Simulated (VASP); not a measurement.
```
Na
1.0
   -2.09282     2.09282     2.09282
    2.09282    -2.09282     2.09282
    2.09282     2.09282    -2.09282
Na
1
Direct
  0.00000   0.00000   0.00000
```

Calculation: PBE GGA with D4 dispersion, VASP's PBE PAW potentials (set 64) (plane waves; VASP). Numerical set-up: 520 eV cut-off, Gaussian smearing of 0.050 eV, potentials Na_pv.

Task: What does the run give for the band gap (along the path) with the smallest direct gap where there is one?

Result: 
```json
{
 "band gap (along the path)": "none (metal, semimetal or under 0.01 eV)"
}
```

The absolute energy has meaning only against runs of the same code, potentials and settings.

The compound is Na in the bcc structure. It was relaxed first, which changed the volume by -5 %.
